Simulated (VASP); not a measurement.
HfC:

```
Hf C
1.0
     0.00000    2.32500    2.32500
     2.32500    0.00000    2.32500
     2.32500    2.32500    0.00000
Hf C
1 1
Direct
  0.50000 0.50000 0.50000
  0.00000 0.00000 0.00000
```

Base run:

```yaml
Program: VASP 6.6.1
Functional: PBE
Potentials_or_basis: VASP PAW PBE potentials, release 64 (Hf_pv, C)
Cutoff: 600 eV
k_mesh: 12 × 12 × 12
Occupations: gaussian, width 0.1 eV
Spin: no spin polarisation
```

Its results: band gap on the k mesh none (metal or under the smearing width); pressure -0.5 GPa.

Problem. The run is repeated on the same cell with these changes: cutoff from 600 eV to 520 eV; k mesh from 12 × 12 × 12 to 4 × 4 × 4. What comes out?

Solution. Band gap on the k mesh none (metal or under the smearing width); pressure -1.7 GPa.

Caveats: some runs use coarse meshes.

Not every run made on this cell is shown here.
